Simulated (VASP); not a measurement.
A cell of Tb (hcp) near equilibrium:

```xyz
2
Lattice="1.8217 -3.1553 0.0000 1.8217 3.1553 0.0000 0.0000 0.0000 5.6470" Properties=species:S:1:pos:R:3 pbc="T T T"
Tb     1.8217     1.0518     1.4117
Tb     1.8217    -1.0518     4.2352
```

The numbers are results of PBE GGA, VASP's PBE PAW potentials (set 64) (plane waves; VASP), not measurements.

The 4f electrons are frozen in the core of the lanthanide potential, so 4f levels, which can set the real gap, and their magnetism are missing.

| run | ΔE (meV/atom) | σxx | σyy | σzz | largest shear component, with its sign (GPa) | largest force (eV/Å) |
|---|---|---|---|---|---|---|
| as it is | 0.0 | 0.05 | 0.05 | 0.02 | 0.00 | 0.000 |
| after one change | 1.9 | 0.49 | 0.49 | 1.21 | 0.00 | 0.000 |
Stress is in GPa, positive when the cell is compressed.

**Question.** Which change was made?
A) uniaxial strain of -1.5 % along z
B) atom 1 (Tb) moved by -0.150 Å along z
C) uniaxial strain of +1.5 % along y with the ions relaxed
D) uniaxial strain of +4.0 % along z

**Answer.** A, uniaxial strain of -1.5 % along z

The compound is Tb in the hcp structure.
